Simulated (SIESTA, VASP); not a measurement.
An input for SIESTA (GGA PBE, numerical atomic orbitals TZP, PseudoDojo PBE standard norm-conserving potentials (rewritten from UPF to PSML)):

```
# files in the folder: Sb.psml (PseudoDojo PBE standard)
SystemName  Sb
SystemLabel Sb

NumberOfAtoms                2
NumberOfSpecies              1
%block ChemicalSpeciesLabel
  1 51 Sb
%endblock ChemicalSpeciesLabel
LatticeConstant              1.0 Ang
%block LatticeVectors
     3.892045000   -2.119442000    0.000000000
     3.892045000    2.119442000    0.000000000
     2.737887000    0.000000000    3.484828000
%endblock LatticeVectors
AtomicCoordinatesFormat      Fractional
%block AtomicCoordinatesAndAtomicSpecies
     0.233500000    0.233500000    0.233500000  1
     0.766500000    0.766500000    0.766500000  1
%endblock AtomicCoordinatesAndAtomicSpecies

XC.functional                GGA
XC.authors                   PBE
PAO.BasisSize                TZP
PAO.EnergyShift              0.01 Ry
MeshCutoff                   400 Ry
%block kgrid.MonkhorstPack
    8   0   0  0.0
    0   8   0  0.0
    0   0   8  0.0
%endblock kgrid.MonkhorstPack
OccupationFunction           FD
ElectronicTemperature        0.1 eV

MaxSCFIterations             150
SCF.Mixer.Method             Broyden
SCF.Mixer.Weight             0.2
SCF.Mixer.History            8
SCF.DM.Tolerance             1.0E-04
Diag.ParallelOverK           true
MD.TypeOfRun                 CG
MD.Steps                     40
MD.MaxForceTol               0.02 eV/Ang
MD.VariableCell              true
MD.MaxStressTol              0.05 GPa
WriteForces                  true
```

Problem. Translate it to VASP.

Solution. One set of files that does it:

### POSCAR
```
Sb
4.4317090
  0.8782266615  -0.4782448487   0.0000000000
  0.8782266615   0.4782448487   0.0000000000
  0.6177948507   0.0000000000   0.7863395363
Sb
2
direct
  0.2335000000   0.2335000000   0.2335000000
  0.7665000000   0.7665000000   0.7665000000
```

INCAR:
```
! general
SYSTEM  = Sb
PREC    = Accurate
ENCUT   = 300   ! plane-wave cut-off (eV)
LREAL   = F   ! projection in real space or not
LASPH   = T   ! aspherical one-centre terms

! electronic loop
EDIFF   = 1E-6   ! SCF stop (eV)
NELM    = 100   ! most electronic steps
ALGO    = Normal
LMAXMIX = 4

! smearing
ISMEAR  = -1   ! Fermi-Dirac
SIGMA   = 0.1   ! width (eV)

! functional
GGA     = PE   ! PBE

! ions
IBRION  = 2   ! conjugate gradients
NSW     = 50   ! most ionic steps
ISIF    = 3   ! ions, shape and volume
EDIFFG  = -0.01   ! ionic stop

! output
LWAVE   = F
LCHARG  = F
```

**KPOINTS**
```
Automatic mesh
0
gamma
8 8 8
```

POTCAR, in this order: Sb (PBE.64 set). Program: vasp_std.

Both inputs were run and reached self-consistency, which says nothing on mesh or cut-off. Potentials, basis and cut-offs are each code's own, so they don't translate, and total energies aren't comparable.

The structure is a typed Sb crystal (R-3m).
